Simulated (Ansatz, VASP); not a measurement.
# One calculation of RbSb4F13, two programs

```
Rb Sb F
1.0
    -4.81750    4.81750    3.28150
     4.81750   -4.81750    3.28150
     4.81750    4.81750   -3.28150
Rb Sb F
1 4 13
Direct
  0.50000 0.50000 0.00000
  0.01940 0.29800 0.31740
  0.29800 0.98060 0.27860
  0.98060 0.70200 0.68260
  0.70200 0.01940 0.72140
  0.00000 0.00000 0.00000
  0.59700 0.84700 0.44400
  0.84700 0.40300 0.25000
  0.40300 0.15300 0.55600
  0.15300 0.59700 0.75000
  0.44400 0.33300 0.30500
  0.33300 0.02800 0.88900
  0.02800 0.13900 0.69500
  0.13900 0.44400 0.11100
  0.55600 0.66700 0.69500
  0.66700 0.97200 0.11100
  0.97200 0.86100 0.30500
  0.86100 0.55600 0.88900
```

Alike in both runs: task electric field gradients; functional PBE; k mesh 5 × 5 × 5; occupations fermi-dirac, width 0.02 eV; no spin polarisation.

|  | VASP | Ansatz |
| --- | --- | --- |
| version | VASP 6.6.1 | Ansatz 0.2.0 |
| potentials or method | VASP PAW PBE potentials, release 64 (Rb_sv, Sb, F) | plane-wave PAW, scalar-relativistic |
| plane-wave cutoff (eV) | 520 | 420 |
| valence electrons in the cell | 120 | 160 |

```tsv
	VASP	Ansatz	Ansatz less VASP
gap on the k mesh at the Fermi level (eV)	2.58	2.62	+0.035
pressure (GPa)	-3.4	-2.9	+0.49
largest component of the traceless stress (GPa)	2.01	1.92	-0.089
rms of the force components (eV/Å)	1.290	1.262	-0.0279
Vzz of the field gradient on the site that differs most (V/Å²)	-308.0	-328.7	-20.72
```

Atom by atom the forces differ by 0.031 eV/Å (rms over components). The two sets of potentials don't hold the same shells in valence. Ansatz warned: «gradients_without_spin_orbit».

Caveats: spin-orbit coupling is left out, which moves the levels of the heavy elements; an odd mesh through Γ misses points on the zone boundary, where band edges often lie; forces of over 1 eV/Å show positions far from the minimum, so gaps and moduli don't describe the material at rest. PBE gaps usually lie below the measured ones, often by a third to a half.
